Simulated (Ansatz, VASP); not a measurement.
# Ta2S2N (Ta2NS2 MXene monolayer): VASP beside Ansatz, part 2 of 2

Aim: how closely do two programs agree when they are given the same cell, functional and k mesh? Of the first pair: The structure shown is the start of the Ansatz relaxation below; VASP solves that cell, so the two are compared at the walk's first step.

VASP 6.6.1 and Ansatz 0.2.0.

So far: Starting point; Ansatz: relaxation, PBE with D3(BJ); VASP: single point, PBE with D3(BJ), start cell, pair 1.

## 4. Differences

Known differences besides the potentials themselves: Ansatz cuts the interaction across the vacuum, VASP repeats the sheet with a dipole correction; the data sets hold 43 valence electrons in Ansatz (on its PAW soft_1 files) and 39 in VASP; the cutoff is 420 eV in Ansatz and 520 eV in VASP. Total energies have different zeros and are not compared.

Forces (eV/Å; atoms numbered as in POSCAR):

| atom | Ansatz x, y, z | VASP x, y, z |
| --- | --- | --- |
| S1 | 0.000, 0.000, 2.408 | 0.000, 0.000, 2.399 |
| S2 | 0.000, 0.000, -2.408 | 0.000, 0.000, -2.399 |
| Ta3 | 0.000, 0.000, -1.328 | 0.000, 0.000, -1.361 |
| Ta4 | 0.000, 0.000, 1.328 | 0.000, 0.000, 1.361 |
| N5 | 0.000, 0.000, 0.000 | 0.000, 0.000, 0.000 |

The forces differ by 13 meV/Å r.m.s., which is 1.2 % of the r.m.s. force of 1.007 eV/Å (both taken over all components). With vacuum in the cell, a pressure given here is an average over mostly empty space and none of the material.

## 5. Ansatz: relaxation, PBE with D3(BJ)

This run makes the geometry at which the two programs are then compared.

The structure compared here is the end of the Ansatz relaxation.

input.yaml

```yaml
crystal:
  lattice:
    - [3.15458, 0.0, 0.0]
    - [-1.57729, 2.7319464183, 0.0]
    - [0.0, 0.0, 43.2441631042]
  atoms:
    - { symbol: S, position: [0.3333333333, 0.6666666667, 0.4289596253] }
    - { symbol: Ta, position: [0.6666666667, 0.3333333333, 0.471216619] }
    - { symbol: "N", position: [0.0, 0.0, 0.5] }
    - { symbol: Ta, position: [0.3333333333, 0.6666666667, 0.528783381] }
    - { symbol: S, position: [0.6666666667, 0.3333333333, 0.5710403747] }
  periodic: [true, true, false]
kpoints:
  mp_grid: { grid: [12, 12, 1] }
hamiltonian:
  xc: pbe
  dispersion: d3bj
  pseudopotentials: { kind: paw, azcp: { folder: soft_1 } }
scf:
  occupations: { method: fermi_dirac, width: 0.05 }
  convergence: { dr2_threshold: 1.0e-09 }
relax:
  f_tol: 0.004
  max_steps: 90
  cell: {}
output:
  write_potential: true
  write_density: true
  volumetric_format: npy
```

On the command line:

```bash
$ ansatz run input.yaml --threads 4 --pin off --max-ram 6144MiB --backend cpu --events-out ev --progress --plain --runs-dir out
```

Numbers of over 12 decimals in the logs are rounded to 6 here.

Log:

```text
[...]
Crystal: 5 atoms, lattice volume = 372.684 Å³
Basis set: ecut = 420 eV, 7189 PW (Γ), exchange–correlation on 48×48×600 points (8 copies of the dense FFT grid, shifted against one another)
Bands: 27, of which v1, the nominal top of the filled ones, is band 22 counted from 1 (21 counted from 0)
Symmetry: 12 space group operations
[...]
cell:  # Å, volume = 403.7677 Å³
    - [3.283498, 0.0, 0]
    - [-1.641749, 2.843593, 0]
    - [0, 0, 43.2441631042]
  atoms:
    - { symbol: S, position: [0.333333, 0.666667, 0.436913] }
    - { symbol: Ta, position: [0.666667, 0.333333, 0.473677] }
    - { symbol: N, position: [0, 0, 0.500000] }
    - { symbol: Ta, position: [0.333333, 0.666667, 0.526323] }
    - { symbol: S, position: [0.666667, 0.333333, 0.563087] }
[key lines of the parts left out:]
SCF converged after 5 iterations
Free energy (F): -22061.485688 eV
Fermi energy:    -5.045758 eV
P = ½ c Tr σ = -0.0002 N/m
```

## 6. VASP: single point, PBE with D3(BJ), relaxed cell, pair 2

The same cell, functional, mesh and smearing now go to VASP, with its own data sets.

INCAR

```
SYSTEM = Ta2S2N
PREC = Accurate
ENCUT = 520
EDIFF = 1E-06
NELM = 120
ISMEAR = -1
SIGMA = 0.05
LREAL = .FALSE.
ALGO = Normal
GGA = PE
IVDW = 12
NBANDS = 25
LASPH = .TRUE.
LORBIT = 11
LWAVE = .FALSE.
LCHARG = .FALSE.
ISIF = 2
LDIPOL = .TRUE.
IDIPOL = 3
DIPOL = 0.5 0.5 0.5
LVHAR = .TRUE.
GGA_COMPAT = .FALSE.
NELMDL = -8
KPAR = 2
```

POSCAR

```
Ta2S2N
1.0
    3.2834979118      0.0000000000      0.0000000000
   -1.6417489559      2.8435926049      0.0000000000
    0.0000000000      0.0000000000     43.2441631042
S Ta N
2 2 1
Direct
    0.3333333333      0.6666666667      0.4369130333
    0.6666666667      0.3333333333      0.5630869667
    0.6666666667      0.3333333333      0.4736766663
    0.3333333333      0.6666666667      0.5263233337
    0.0000000000      0.0000000000      0.5000000000
```

KPOINTS

```
Automatic mesh
0
Gamma
12 12 1
0 0 0
```

Potentials, in the order of the species: S, Ta_pv and N (PBE family, release 64).

On the command line:

```bash
$ mpirun -np 2 vasp_std
```

Log:

```text
[... set-up lines as in an earlier step ...]
 entering main loop
       N       E                     dE             d eps       ncg     rms          rms(c)
DAV:   1     0.296953916548E+03    0.29695E+03   -0.17757E+04  1222   0.116E+03
DAV:   2    -0.122155297438E+02   -0.30917E+03   -0.30178E+03  1361   0.252E+02
DAV:   3    -0.486620092467E+02   -0.36446E+02   -0.36255E+02  1246   0.865E+01
DAV:   4    -0.497307722687E+02   -0.10688E+01   -0.10555E+01  1228   0.166E+01
[...]
DAV:  25    -0.453512692322E+02   -0.35282E-05   -0.79873E-08   664   0.116E-03    0.589E-04
DAV:  26    -0.453512734573E+02   -0.42251E-05   -0.17504E-07   703   0.132E-03    0.512E-04
DAV:  27    -0.453512738487E+02   -0.39142E-06   -0.19699E-08   526   0.647E-04
   1 F= -.47077081E+02 E0= -.47072367E+02  d E =-.942629E-02
```

From OUTCAR (step 6):

```text
 Edisp (eV)   -1.72581

  Total       0.10894     0.10894     0.10648     0.00000     0.00000     0.00000
  in kB       0.43227     0.43227     0.42253     0.00000     0.00000     0.00000
  external pressure =        0.43 kB  Pullay stress =        0.00 kB

 POSITION                                       TOTAL-FORCE (eV/Angst)
 -----------------------------------------------------------------------------------
     -0.00000      1.89573     18.89394         0.000000      0.000000     -0.015950
      1.64175      0.94786     24.35022        -0.000000     -0.000000      0.015950
      1.64175      0.94786     20.48375        -0.000000     -0.000000     -0.026178
     -0.00000      1.89573     22.76041         0.000000      0.000000      0.026178
      0.00000      0.00000     21.62208         0.000000      0.000000      0.000000
 -----------------------------------------------------------------------------------
    total drift:                                0.000000     -0.000000      0.000000

  FREE ENERGIE OF THE ION-ELECTRON SYSTEM (eV)
  ---------------------------------------------------
  free  energy   TOTEN  =       -47.0770805596 eV

  energy  without entropy=      -47.0676542687  energy(sigma->0) =      -47.07236741

[... 1 part as in an earlier step ...]

[... 2 further parts left out ...]
[key lines of the parts left out:]
E-fermi :  -2.7538
```

## 7. Side by side

What differs besides the data sets and the points named for the pairs above, as far as they apply: the data sets hold 43 valence electrons in Ansatz (on its PAW soft_1 files) and 39 in VASP. Total energies have different zeros and are not compared.

At this near-relaxed geometry the largest component of a force difference is 29 meV/Å. With vacuum in the cell, a pressure given here is an average over mostly empty space and none of the material.

## 8. What came out

| Item | Value |
| --- | --- |
| r.m.s. force difference (single point, PBE with D3(BJ), start cell, pair 1) | 1.2 % of the r.m.s. force |
| r.m.s. force difference (single point, PBE with D3(BJ), relaxed cell, pair 2) | 12 meV/Å |

**Reading.** The r.m.s. force difference is 12 meV/Å (single point, PBE with D3(BJ), relaxed cell, pair 2), at about the 12 meV/Å picked in this series as the mark of a large difference. The data sets hold unlike numbers of valence electrons (43 in Ansatz and 39 in VASP), so part of the differences comes from the potentials. How closely two codes agree says nothing of how well the functional describes the real material.

[Lines on the potential files, build, host, timing and source positions are cut from VASP's logs without a mark.]

[Logs are printed without paths, hosts, clocks, repeated set-up lines and the standing remarks that a program may print on its own settings, such as how far it seeks lower states.]

[Hosts, paths, dates, database ids (printed as entryN), source tags and the programs' standing remarks are cut or masked in the printed files.]
